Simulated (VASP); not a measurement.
Data:

```xyz
17
Lattice="6.3449 0.0000 0.0000 3.1724 4.4865 0.0000 0.0000 0.0000 20.7849" Properties=species:S:1:pos:R:3 pbc="T T T"
W      0.0000     2.2433     7.0276
W      3.1724     2.2433     7.0276
W      1.5862     4.4865     7.0276
W      4.7587     4.4865     7.0276
W      0.0000     0.0000     9.2708
W      3.1724     0.0000     9.2708
W      1.5862     2.2433     9.2708
W      4.7587     2.2433     9.2708
W      0.0000     2.2433    11.5141
W      3.1724     2.2433    11.5141
W      1.5862     4.4865    11.5141
W      4.7587     4.4865    11.5141
W      0.0000     0.0000    13.7574
W      3.1724     0.0000    13.7574
W      1.5862     2.2433    13.7574
W      4.7587     2.2433    13.7574
C      1.5862     0.0000    15.5494
```

All values below come from PBE GGA, VASP's PBE PAW potentials (set 64) (plane waves; VASP). Run with PREC = Normal, EDIFF = 1E-5, 400 eV cut-off, 5×6×1 Γ-centred mesh, first-order Methfessel-Paxton smearing of 0.10 eV, potentials W C.

Question: The ions are relaxed. Give the cell that the relaxation ends in.

Answer: 
```xyz
17
Lattice="6.3449 0.0000 0.0000 3.1724 4.4865 0.0000 0.0000 0.0000 20.7849" Properties=species:S:1:pos:R:3 pbc="T T T"
W      6.3449     2.2433     7.1475
W      3.1724     2.2433     7.1475
W      4.7587     0.0000     7.1484
W      1.5862     0.0000     7.1425
W      6.3410     0.0000     9.3000
W      3.1763     0.0000     9.3000
W      1.5862     2.2343     9.2994
W      4.7587     2.2522     9.2994
W      6.3449     2.2433    11.5829
W      3.1724     2.2433    11.5829
W      4.7587     0.0000    11.4909
W      1.5862     0.0000    11.5381
W      6.2409     0.0000    13.7375
W      3.2765     0.0000    13.7375
W      1.5862     2.1457    13.7818
W      4.7587     2.3408    13.7818
C      1.5862     0.0000    14.8110
```

Question: How much energy does the relaxation gain?

Answer: The energy (σ→0) changes by -149.0 meV/atom, in 17 ionic steps.

The cell is a thin slab with vacuum, built from W (bcc): (110) face, C adsorbed.
